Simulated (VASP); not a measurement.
Be (hcp): the bulk modulus from VASP (plane waves, PAW) at several levels of theory. Static lattice, third-order Birch-Murnaghan fit over five volumes.

```tsv
level	bulk modulus (GPa)
LDA	131
PBE	123
PBEsol	124
SCAN	125
r2SCAN	125
r2SCAN+rVV10	125
```

The cell of the LDA run:

```cif
data_Be2
_chemical_formula_sum 'Be2'
_space_group_name_H-M_alt 'P 1'
_space_group_IT_number 1
_cell_length_a 2.22951
_cell_length_b 2.22951
_cell_length_c 3.51777
_cell_angle_alpha 90.000
_cell_angle_beta 90.000
_cell_angle_gamma 120.000
loop_
_space_group_symop_operation_xyz
  'x, y, z'
loop_
_atom_site_label
_atom_site_type_symbol
_atom_site_fract_x
_atom_site_fract_y
_atom_site_fract_z
_atom_site_occupancy
Be1 Be 0.33333 0.66667 0.25000 1
Be2 Be 0.66667 0.33333 0.75000 1
```

Only levels that ran to the end are used. Left out are those held back, those with too coarse a band path, GW runs whose mesh misses a band edge, hybrids' fits of cells that aren't cubic and levels without matching references; a question may draw on a part of the rest.

The compound is Be in the hcp structure.
